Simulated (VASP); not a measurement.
# Os: single point with PBEsol

The system is Os.

```
Os
1.0
     2.74613    0.00000    0.00000
    -1.37307    2.37822    0.00000
     0.00000    0.00000    4.32631
Os
2
Direct
  0.33333 0.66667 0.25000
  0.66667 0.33333 0.75000
```

* Program: VASP 6.6.1
* Task: single point
* Functional: PBEsol
* Potentials or basis: VASP PAW PBE potentials, release 64 (Os)
* Cutoff: 520 eV
* k mesh: 18 × 18 × 10
* Occupations: gaussian, width 0.1 eV
* Spin: no spin polarisation
* Further INCAR settings: ALGO = Fast; EDIFF = 1e-07

```
Pressure               : -6.7 GPa
Band gap on the k mesh : none (metal or under the smearing width)
```

Stress tensor (GPa, compression positive):
```
-7.17  0.00  0.00
 0.00 -7.17  0.00
 0.00  0.00 -5.61
```

Levels at points of the mesh, in eV from the Fermi level:
```tsv
k point	band 4	band 5	band 6	band 7	band 8	band 9	band 10	band 11	band 12
(0.00, 0.00, 0.00)	-3.03	-2.74	-2.19	-2.19	-1.57	-1.57	0.03	1.67	1.67
(0.50, 0.00, 0.00)	-3.54	-2.92	-2.53	-1.85	1.98	2.55	2.70	4.34	5.61
(0.00, 0.00, 0.50)	-3.53	-3.23	-3.23	-3.23	-3.23	0.88	0.88	0.88	0.88
(0.50, 0.00, 0.50)	-5.27	-1.21	-1.21	-0.18	-0.18	2.32	2.32	3.25	3.25
```

It took 42 s on 1 thread of Intel(R) Xeon(R) Platinum 8488C (Sapphire Rapids), on a shared host, peak memory 0.18 GiB.

Caveat: the PAW data sets were made with another functional, which shifts forces and pressure a little. Spin-orbit coupling is left out, which matters for the levels of Os.
